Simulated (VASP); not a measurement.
Output of a VASP run:

### OSZICAR
```
...
DAV:  14    -0.447889018658E+02   -0.20559E-03   -0.20754E-05  2138   0.233E-02    0.624E-03
DAV:  15    -0.447888139471E+02    0.87919E-04   -0.19794E-06  1995   0.177E-02    0.416E-03
DAV:  16    -0.447887857582E+02    0.28189E-04   -0.11798E-06  1834   0.800E-03    0.344E-03
DAV:  17    -0.447887924433E+02   -0.66851E-05   -0.24738E-07  1809   0.496E-03
   2 F= -.44788792E+02 E0= -.44788925E+02  d E =-.277533E-01  mag=     9.7629
       N       E                     dE             d eps       ncg     rms          rms(c)
DAV:   1    -0.447873884405E+02    0.13973E-02   -0.95974E-01  3108   0.478E+00    0.459E-01
DAV:   2    -0.447999766566E+02   -0.12588E-01   -0.59250E-02  5153   0.409E+00    0.133E+00
DAV:   3    -0.447947234747E+02    0.52532E-02   -0.97969E-02  3840   0.560E+00    0.921E-01
DAV:   4    -0.447909100700E+02    0.38134E-02   -0.13596E-02  4085   0.210E+00    0.196E-01
DAV:   5    -0.447908264738E+02    0.83596E-04   -0.18760E-03  4399   0.778E-01    0.123E-01
DAV:   6    -0.447907273067E+02    0.99167E-04   -0.42859E-04  3709   0.368E-01    0.626E-02
DAV:   7    -0.447906307289E+02    0.96578E-04   -0.11171E-04  3444   0.157E-01    0.306E-02
DAV:   8    -0.447906389803E+02   -0.82514E-05   -0.23512E-05  2141   0.944E-02
   3 F= -.44790639E+02 E0= -.44790744E+02  d E =-.295998E-01  mag=     9.7664
       N       E                     dE             d eps       ncg     rms          rms(c)
DAV:   1    -0.447906379082E+02   -0.71793E-05   -0.62079E-03  3213   0.391E-01    0.361E-02
DAV:   2    -0.447906904208E+02   -0.52513E-04   -0.17496E-04  4490   0.184E-01    0.530E-02
DAV:   3    -0.447907491879E+02   -0.58767E-04   -0.51114E-04  3549   0.408E-01    0.104E-01
DAV:   4    -0.447906974218E+02    0.51766E-04   -0.21550E-04  2557   0.262E-01    0.172E-02
DAV:   5    -0.447907023540E+02   -0.49322E-05   -0.10154E-05  1875   0.665E-02
   4 F= -.44790702E+02 E0= -.44790815E+02  d E =-.296632E-01  mag=     9.7674
       N       E                     dE             d eps       ncg     rms          rms(c)
DAV:   1    -0.447907284823E+02   -0.31060E-04   -0.14573E-01  3108   0.187E+00    0.194E-01
DAV:   2    -0.447933722686E+02   -0.26438E-02   -0.91178E-03  4447   0.206E+00    0.678E-01
DAV:   3    -0.447913078812E+02    0.20644E-02   -0.78045E-03  3712   0.211E+00    0.212E-01
DAV:   4    -0.447917303970E+02   -0.42252E-03   -0.34390E-03  4854   0.102E+00    0.292E-01
DAV:   5    -0.447911940958E+02    0.53630E-03   -0.19797E-03  3877   0.807E-01    0.340E-02
DAV:   6    -0.447911770928E+02    0.17003E-04   -0.81367E-05  3372   0.837E-02    0.257E-02
DAV:   7    -0.447911511995E+02    0.25893E-04   -0.26917E-05  2138   0.102E-01    0.172E-02
DAV:   8    -0.447911573628E+02   -0.61633E-05   -0.46387E-06  1900   0.341E-02
   5 F= -.44791157E+02 E0= -.44791254E+02  d E =-.455009E-03  mag=     9.7666
       N       E                     dE             d eps       ncg     rms          rms(c)
DAV:   1    -0.447910912977E+02    0.59902E-04   -0.41032E-02  3108   0.991E-01    0.105E-01
DAV:   2    -0.447919334514E+02   -0.84215E-03   -0.28047E-03  4567   0.115E+00    0.388E-01
DAV:   3    -0.447912445151E+02    0.68894E-03   -0.23604E-03  3701   0.116E+00    0.111E-01
DAV:   4    -0.447913915059E+02   -0.14699E-03   -0.11788E-03  4791   0.595E-01    0.168E-01
DAV:   5    -0.447912087930E+02    0.18271E-03   -0.66365E-04  3716   0.468E-01    0.188E-02
DAV:   6    -0.447912017157E+02    0.70772E-05   -0.23404E-05  2324   0.488E-02
   6 F= -.44791202E+02 E0= -.44791290E+02  d E =-.499362E-03  mag=     9.7651
```

**OUTCAR**
```
------------------------ aborting loop because EDIFF is reached ----------------------------------------
  FORCE on cell =-STRESS in cart. coord.  units (eV):
  Direction    XX          YY          ZZ          XY          YZ          ZX
  --------------------------------------------------------------------------------------
  Total       -1.8855820     -1.8855824     -0.5396157      0.0000000      0.0000000      0.0000000
  in kB      -21.8539783    -21.8539831     -6.2541695      0.0000000      0.0000000      0.0000000
  external PRESSURE =     -16.6540436 kB  Pullay stress =       0.0000000 kB
  volume of cell :      138.24
      direct lattice vectors                 reciprocal lattice vectors
     2.455336457  0.000000000  0.000000000     0.407276159  0.235140974  0.000000000
    -1.227668228  2.126383978  0.000000000     0.000000000  0.470281948  0.000000000
     0.000000000  0.000000000 26.477244668     0.000000000  0.000000000  0.037768280
 POSITION                                       TOTAL-FORCE (eV/Angst)
 -----------------------------------------------------------------------------------
      1.22767      0.70879     10.23707         0.000000      0.000000      0.019722
     -0.00000      1.41759      8.31600        -0.000000      0.000000      0.016894
      1.22767      0.70879     14.21631         0.000000      0.000000     -0.018553
     -0.00000      1.41759     12.26093        -0.000000     -0.000000      0.018553
      1.22767      0.70879     18.16125         0.000000     -0.000000     -0.016894
     -0.00000      1.41759     16.24018         0.000000     -0.000000     -0.019722
 -----------------------------------------------------------------------------------
    total drift:                                0.000000      0.000000      0.000000
  FREE ENERGIE OF THE ION-ELECTRON SYSTEM (eV)
  ---------------------------------------------------
  free  energy   TOTEN  =       -44.7912017157 eV

  energy  without entropy=      -44.7914677738  energy(sigma->0) =      -44.79129040

 total charge

# of ion       s       p       d       tot
------------------------------------------
    1        0.509   0.571   7.293   8.374
    2        0.505   0.449   7.257   8.210
    3        0.508   0.564   7.287   8.359
    4        0.508   0.564   7.287   8.359
    5        0.505   0.449   7.257   8.210
    6        0.509   0.571   7.293   8.374
--------------------------------------------------
tot          3.044   3.166  43.676  49.886

 magnetization (x)

# of ion       s       p       d       tot
------------------------------------------
    1       -0.016  -0.053   1.679   1.610
    2       -0.010  -0.036   1.754   1.707
    3       -0.014  -0.051   1.648   1.582
    4       -0.014  -0.051   1.648   1.582
    5       -0.010  -0.036   1.754   1.707
    6       -0.016  -0.053   1.679   1.610
--------------------------------------------------
tot         -0.081  -0.280  10.161   9.800

 reached required accuracy - stopping structural energy minimisation
```
(Selected blocks of OUTCAR.)

### POSCAR
```
Co(001) slab
1
    2.4553364567     0.0000000000     0.0000000000
   -1.2276682284     2.1263839777     0.0000000000
    0.0000000000     0.0000000000    26.4772446681
Co
6
Direct
  0.6666670000   0.3333330000   0.3878170000
  0.3333330000   0.6666670000   0.3130280000
  0.6666670000   0.3333330000   0.5373940000
  0.3333330000   0.6666670000   0.4626060000
  0.6666670000   0.3333330000   0.6869720000
  0.3333330000   0.6666670000   0.6121830000
```

**Question.** Reconstruct the remaining input files.

**Answer.** Several could match; the one computed here: the input of the run itself, PBEsol GGA, plane waves, VASP's PBE PAW potentials (set 64).

**INCAR**
```
SYSTEM=Co(001) slab
PREC=Normal; ENCUT=400; LREAL=.FALSE.
LASPH=.TRUE.
EDIFF=1E-5; NELM=100; NELMIN=4
ALGO=Normal; LMAXMIX=4
ISMEAR=1; SIGMA=0.1
GGA=PS
MAGMOM=1.8 1.8 1.8 1.8 1.8 1.8
ISPIN=2
IBRION=2; NSW=50; ISIF=2
EDIFFG=-0.03
LWAVE=.TRUE.; LCHARG=.FALSE.; LORBIT=10
DIPOL=0.5 0.5 0.5
LDIPOL=.TRUE.; IDIPOL=3
```

### KPOINTS
```
Automatic mesh
0
Gamma
13 13 1
0 0 0
```

POTCAR, in this order: Co (PBE.64 set). Program: vasp_std.

The cell is a thin slab with vacuum, built from Co (hcp): (001) face. VASP warned that the highest band is occupied, so more bands are needed.
